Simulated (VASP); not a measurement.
Data:

```
CELL_PARAMETERS angstrom
      0.00000     3.04484     3.04484
      3.04484     0.00000     3.04484
      3.04484     3.04484     0.00000
ATOMIC_POSITIONS crystal
  In 0.00000 0.00000 0.00000
  As 0.25000 0.25000 0.25000
```

Calculation: PBEsol GGA, VASP's PBE PAW potentials (set 64) (plane waves; VASP). Run with 400 eV cut-off, Gaussian smearing of 0.050 eV, potentials In_d As.

Unless said otherwise, spin-orbit coupling is left out, though it shifts the bands of the heavy elements here.

**Question.** Estimate the band gap (along the path) with the smallest direct gap where there is one.

**Answer.** 
The band gap (along the path) comes out as none (metal, semimetal or under 0.01 eV).

The absolute energy has meaning only against runs of the same code, potentials and settings.

The structure was generated: InAs was put into the zinc blende type (F-43m), which need not be its known phase. It was relaxed first.
